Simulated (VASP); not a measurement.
# Hf8O15 (a cell with a defect) in VASP: electric field gradients with PBE

Aim: the electric field gradients of Hf8O15 (a cell with a defect) with PBE.

All numbers are computed with VASP 6.6.1; they aren't measurements. Logs are shortened: lines on timing, memory, paths and dates and some standing lists are left out, and cuts for length are marked.

## 1. The cell of the first run

The cell holds a defect, 23 atoms: a = 7.117 Å, b = 7.117 Å, c = 7.117 Å, α = 60.00°, β = 60.00°, γ = 60.00°.

## 2. Electric field gradients, PBE, collinear spin, typed start (O vacancy, charge +0, host positions)

File INCAR:

```
SYSTEM = Hf8O15
ALGO = Fast
EDIFF = 1E-8
ENCUT = 520
GGA = PE
ISIF = 2
ISMEAR = -1
ISPIN = 2
LASPH = .True.
LCHARG = .False.
LEFG = .True.
LMAXMIX = 4
LORBIT = 11
LREAL = Auto
LWAVE = .False.
MAGMOM = 0 0 0 0.5 0 0.5 0.5 0.5 0 0 0 0 0 0 0 0 0 0 0 0 0 0 0
NBANDS = 106
NELM = 150
PREC = Accurate
SIGMA = 0.01
```

File KPOINTS:

```
k-points
0
Gamma
  3 3 3
  0 0 0
```

File POSCAR:

```
Hf8O15
1.0
    0.0000000000      5.0321592200      5.0321592200
    5.0321592200      0.0000000000      5.0321592200
    5.0321592200      5.0321592200      0.0000000000
Hf O
8 15
Direct
    0.0000000000      0.0000000000      0.0000000000
    0.0000000000      0.0000000000      0.5000000000
    0.0000000000      0.5000000000      0.0000000000
    0.0000000000      0.5000000000      0.5000000000
    0.5000000000      0.0000000000      0.0000000000
    0.5000000000      0.0000000000      0.5000000000
    0.5000000000      0.5000000000      0.0000000000
    0.5000000000      0.5000000000      0.5000000000
    0.3750000000      0.3750000000      0.8750000000
    0.3750000000      0.8750000000      0.3750000000
    0.3750000000      0.8750000000      0.8750000000
    0.8750000000      0.3750000000      0.3750000000
    0.8750000000      0.3750000000      0.8750000000
    0.8750000000      0.8750000000      0.3750000000
    0.8750000000      0.8750000000      0.8750000000
    0.1250000000      0.1250000000      0.1250000000
    0.1250000000      0.1250000000      0.6250000000
    0.1250000000      0.6250000000      0.1250000000
    0.1250000000      0.6250000000      0.6250000000
    0.6250000000      0.1250000000      0.1250000000
    0.6250000000      0.1250000000      0.6250000000
    0.6250000000      0.6250000000      0.1250000000
    0.6250000000      0.6250000000      0.6250000000
```

Potentials or basis: VASP PAW PBE potentials, release 64 (Hf_pv, O).

Command:

```console
cat potpaw_PBE.64/Hf_pv/POTCAR potpaw_PBE.64/O/POTCAR > POTCAR
mpirun -np 1 vasp_std > vasp.out
```

OUTCAR:

```text
SYSTEM = Hf8O15
   EDIFF = 1E-8
   ENCUT = 520
   GGA = PE
   ISIF = 2
   ISMEAR = -1
   ISPIN = 2
   LASPH = .True.
   LORBIT = 11
   LREAL = Auto
   NELM = 150
   PREC = Accurate

 ion  position               nearest neighbor table
   1  0.000  0.000  0.000-  11 2.18  13 2.18  14 2.18  15 2.18  16 2.18  17 2.18  18 2.18  20 2.18
                             5 3.56   2 3.56   3 3.56   2 3.56   4 3.56   6 3.56   3 3.56   4 3.56
   2  0.000  0.000  0.500-  10 2.18  12 2.18  14 2.18  15 2.18  16 2.18  17 2.18  19 2.18  21 2.18
                             6 3.56   1 3.56   4 3.56   1 3.56   3 3.56   5 3.56   3 3.56   4 3.56
   3  0.000  0.500  0.000-   9 2.18  12 2.18  13 2.18  15 2.18  16 2.18  18 2.18  19 2.18  22 2.18
                             7 3.56   1 3.56   4 3.56   2 3.56   4 3.56   8 3.56   1 3.56   2 3.56
   4  0.000  0.500  0.500-  12 2.18  13 2.18  14 2.18  17 2.18  18 2.18  19 2.18  23 2.18   3 3.56
                             8 3.56   2 3.56   1 3.56   3 3.56   7 3.56   1 3.56   2 3.56   6 3.56
   5  0.500  0.000  0.000-   9 2.18  10 2.18  11 2.18  15 2.18  16 2.18  20 2.18  21 2.18  22 2.18
                             7 3.56   1 3.56   6 3.56   2 3.56   6 3.56   8 3.56   3 3.56   7 3.56
   6  0.500  0.000  0.500-  10 2.18  11 2.18  14 2.18  17 2.18  20 2.18  21 2.18  23 2.18   5 3.56
                             8 3.56   2 3.56   1 3.56   5 3.56   7 3.56   4 3.56   7 3.56   8 3.56
   7  0.500  0.500  0.000-   9 2.18  11 2.18  13 2.18  18 2.18  20 2.18  22 2.18  23 2.18   5 3.56
                             8 3.56   3 3.56   4 3.56   6 3.56   8 3.56   1 3.56   5 3.56   6 3.56
   8  0.500  0.500  0.500-   9 2.18  10 2.18  12 2.18  19 2.18  21 2.18  22 2.18  23 2.18   6 3.56
                             7 3.56   4 3.56   3 3.56   5 3.56   7 3.56   2 3.56   5 3.56   6 3.56
   9  0.375  0.375  0.875-   3 2.18   5 2.18   7 2.18   8 2.18
  10  0.375  0.875  0.375-   2 2.18   5 2.18   6 2.18   8 2.18
  11  0.375  0.875  0.875-   1 2.18   5 2.18   6 2.18   7 2.18
  12  0.875  0.375  0.375-   2 2.18   3 2.18   4 2.18   8 2.18
  13  0.875  0.375  0.875-   1 2.18   3 2.18   4 2.18   7 2.18
  14  0.875  0.875  0.375-   1 2.18   2 2.18   4 2.18   6 2.18
  15  0.875  0.875  0.875-   1 2.18   2 2.18   3 2.18   5 2.18
  16  0.125  0.125  0.125-   1 2.18   2 2.18   3 2.18   5 2.18
  17  0.125  0.125  0.625-   1 2.18   2 2.18   4 2.18   6 2.18
  18  0.125  0.625  0.125-   1 2.18   3 2.18   4 2.18   7 2.18
  19  0.125  0.625  0.625-   2 2.18   3 2.18   4 2.18   8 2.18
  20  0.625  0.125  0.125-   1 2.18   5 2.18   6 2.18   7 2.18
  21  0.625  0.125  0.625-   2 2.18   5 2.18   6 2.18   8 2.18
  22  0.625  0.625  0.125-   3 2.18   5 2.18   7 2.18   8 2.18
  23  0.625  0.625  0.625-   4 2.18   6 2.18   7 2.18   8 2.18

  LATTYP: Found a face centered cubic cell.
 ALAT       =    10.0643184400

  Lattice vectors:

 A1 = (   0.0000000000,   5.0321592200,   5.0321592200)
 A2 = (   5.0321592200,   0.0000000000,   5.0321592200)
[... 1055 lines left out ...]
      5.03216      2.51608      2.51608        -0.130270      0.130270      0.130270
      0.00000      2.51608      2.51608         0.166200     -0.166200     -0.166200
      2.51608      5.03216      2.51608         0.130270     -0.130270      0.130270
[... 15 lines left out ...]
      3.77412      3.77412      6.29020         0.000000      0.000000     -0.573491
      6.29020      6.29020      6.29020         0.000000      0.000000      0.000000
 -----------------------------------------------------------------------------------
    total drift:                               -0.000000     -0.000000     -0.000000

  FREE ENERGIE OF THE ION-ELECTRON SYSTEM (eV)
  ---------------------------------------------------
  free  energy   TOTEN  =      -230.7910380501 eV

  energy  without entropy=     -230.7910380501  energy(sigma->0) =     -230.79103805

 Electric field gradients (V/A^2)
---------------------------------------------------------------------
 ion       V_xx      V_yy      V_zz      V_xy      V_xz      V_yz
---------------------------------------------------------------------
   1      -0.000     0.000     0.000     0.121     0.121     0.121
   2      -0.000    -0.000     0.000     0.121    -0.122    -0.122
   3      -0.000     0.000    -0.000    -0.122     0.121    -0.122
   4      -0.000     0.000     0.000   -43.706   -43.706    43.705
   5       0.000    -0.000    -0.000    -0.122    -0.122     0.121
   6       0.000    -0.000     0.000   -43.706    43.705   -43.706
[... 15 lines left out ...]
  22      -5.749    -5.749    11.499    -2.603     0.003     0.003
  23      -0.000     0.000    -0.000     0.003     0.003     0.003
---------------------------------------------------------------------

 Electric field gradients after diagonalization (V/A^2)
 (convention: |V_zz| > |V_xx| > |V_yy|)
----------------------------------------------------------------------
 ion       V_xx      V_yy      V_zz     asymmetry (V_yy - V_xx)/ V_zz
----------------------------------------------------------------------
   1      -0.121    -0.121     0.242       0.000
   2      -0.122    -0.121     0.243       0.005
   3      -0.122    -0.121     0.243       0.005
   4     -43.707   -43.705    87.412       0.000
   5      -0.122    -0.121     0.243       0.005
   6     -43.707   -43.705    87.412       0.000
[... 15 lines left out ...]
  22      -8.352    -3.147    11.499       0.453
  23      -0.003    -0.003     0.005       0.000
----------------------------------------------------------------------

           NMR quadrupolar parameters

 Cq : quadrupolar parameter    Cq=e*Q*V_zz/h
 eta: asymmetry parameters     (V_yy - V_xx)/ V_zz
 Q  : nuclear electric quadrupole moment in mb (millibarn)
----------------------------------------------------------------------
 ion       Cq(MHz)       eta       Q (mb)
----------------------------------------------------------------------
   1       0.001       0.000       1.000
   2       0.001       0.005       1.000
   3       0.001       0.005       1.000
   4       0.211       0.000       1.000
   5       0.001       0.005       1.000
   6       0.211       0.000       1.000
[... 15 lines left out ...]
  22       0.028       0.453       1.000
  23       0.000       0.000       1.000
----------------------------------------------------------------------

 total charge

# of ion       s       p       d       tot
------------------------------------------
    1        0.299   6.599   1.399   8.298
    2        0.299   6.599   1.399   8.298
    3        0.299   6.599   1.399   8.298
    4        0.297   6.566   1.396   8.258
    5        0.299   6.599   1.399   8.298
    6        0.297   6.566   1.396   8.258
[... 15 lines left out ...]
   22        1.564   3.556   0.000   5.120
   23        1.568   3.548   0.000   5.117
--------------------------------------------------
tot         25.831 106.085  11.181 143.097

 magnetization (x)

# of ion       s       p       d       tot
------------------------------------------
    1       -0.000  -0.000  -0.000  -0.000
    2       -0.000  -0.000  -0.000  -0.000
    3       -0.000  -0.000  -0.000  -0.000
    4        0.000  -0.000  -0.000  -0.000
    5       -0.000  -0.000  -0.000  -0.000
    6        0.000  -0.000  -0.000  -0.000
[... 15 lines left out ...]
   22       -0.000  -0.000   0.000  -0.000
   23       -0.000  -0.000   0.000  -0.000
--------------------------------------------------
tot         -0.000   0.000  -0.000   0.000
```

OSZICAR:

```text
N       E                     dE             d eps       ncg     rms          rms(c)
DAV:   1     0.115425015971E+04    0.11543E+04   -0.96282E+04  1696   0.161E+03
DAV:   2    -0.188201730896E+03   -0.13425E+04   -0.12935E+04  2080   0.426E+02
[... 17 lines left out ...]
RMM:  20    -0.230791038033E+03    0.29981E-06   -0.82301E-07  2054   0.211E-03    0.244E-03
RMM:  21    -0.230791037979E+03    0.54186E-07   -0.37188E-07  2075   0.137E-03    0.212E-03
RMM:  22    -0.230791038058E+03   -0.78770E-07   -0.40999E-08  1690   0.591E-04    0.389E-04
RMM:  23    -0.230791038081E+03   -0.23154E-07   -0.10960E-08  1343   0.267E-04    0.675E-04
RMM:  24    -0.230791038060E+03    0.20835E-07   -0.20849E-09  1130   0.109E-04    0.318E-04
RMM:  25    -0.230791038050E+03    0.99517E-08   -0.13906E-09  1195   0.106E-04
   1 F= -.23079104E+03 E0= -.23079104E+03  d E =-.119217E-10  mag=     0.0000
```

stdout:

```text
POSCAR found type information on POSCAR HfO
 POSCAR found :  2 types and      23 ions
 scaLAPACK will be used
 LDA part: xc-table for (Slater+PW92), standard interpolation
 POSCAR, INCAR and KPOINTS ok, starting setup
 FFT: planning ... GRIDC
 FFT: planning ... GRID_SOFT
 FFT: planning ... GRID
 WAVECAR not read
 entering main loop
ion   1

ion   2

ion   3

ion   4

ion   5

ion   6

ion   7

ion   8

ion   9

ion  10

ion  11

ion  12

ion  13

ion  14

ion  15

ion  16

ion  17

ion  18

ion  19

ion  20

ion  21

ion  22

ion  23
```

It took 8.4 min on 1 thread of AMD EPYC 9R45 (Zen 5), shared host; peak memory 0.54 GiB.

What came out:

| Quantity | Value |
| --- | --- |
| Free energy | -230.7910 eV |
| Pressure | 4.5 GPa |
| Largest force | 0.573 eV/Å |
| Band gap on the k mesh | 1.26 eV, indirect (least direct gap 1.50 eV) |
| Net moment | 0.00 μB per cell |
| Valence electrons inside the program's atomic spheres | Hf 8.30, 8.26; O 5.13, 5.12 |

Forces on the atoms (eV/Å):
```
Hf   0.166  0.166  0.166
Hf  -0.166 -0.166  0.166
Hf  -0.166  0.166 -0.166
Hf  -0.130  0.130  0.130
Hf   0.166 -0.166 -0.166
Hf   0.130 -0.130  0.130
Hf   0.130  0.130 -0.130
Hf  -0.130 -0.130 -0.130
O    0.000  0.000 -0.079
O    0.000 -0.079  0.000
O    0.079  0.000  0.000
O   -0.079  0.000  0.000
O    0.000  0.079  0.000
O    0.000  0.000  0.079
O    0.000  0.000  0.000
O    0.000  0.000  0.000
O    0.000  0.000  0.573
O    0.000  0.573  0.000
O   -0.573  0.000  0.000
O    0.573  0.000  0.000
O    0.000 -0.573  0.000
O    0.000  0.000 -0.573
O    0.000  0.000  0.000
```

Electric field gradients, principal values (V/Å²):
| atom | Vxx | Vyy | Vzz |
| --- | --- | --- | --- |
| 1 Hf | -0.121 | -0.121 | 0.242 |
| 2 Hf | -0.121 | -0.122 | 0.243 |
| 3 Hf | -0.121 | -0.122 | 0.243 |
| 4 Hf | -43.705 | -43.707 | 87.412 |
| 5 Hf | -0.121 | -0.122 | 0.243 |
| 6 Hf | -43.705 | -43.707 | 87.412 |
| 7 Hf | -43.705 | -43.707 | 87.412 |
| 8 Hf | -43.705 | -43.705 | 87.411 |
| 9 O | -0.331 | -0.772 | 1.103 |
| 10 O | -0.331 | -0.772 | 1.103 |
| 11 O | -0.332 | -0.777 | 1.109 |
| 12 O | -0.331 | -0.772 | 1.103 |
| 13 O | -0.332 | -0.777 | 1.109 |
| 14 O | -0.332 | -0.777 | 1.109 |
| 15 O | -0.003 | -0.003 | 0.005 |
| 16 O | -0.003 | -0.003 | 0.005 |
| 17 O | -3.141 | -8.357 | 11.499 |
| 18 O | -3.141 | -8.357 | 11.499 |
| 19 O | -3.147 | -8.352 | 11.499 |
| 20 O | -3.141 | -8.357 | 11.499 |
| 21 O | -3.147 | -8.352 | 11.499 |
| 22 O | -3.147 | -8.352 | 11.499 |
| 23 O | -0.003 | -0.003 | 0.005 |

Caveat: spin-orbit coupling is left out, which moves the levels of the heavy elements.
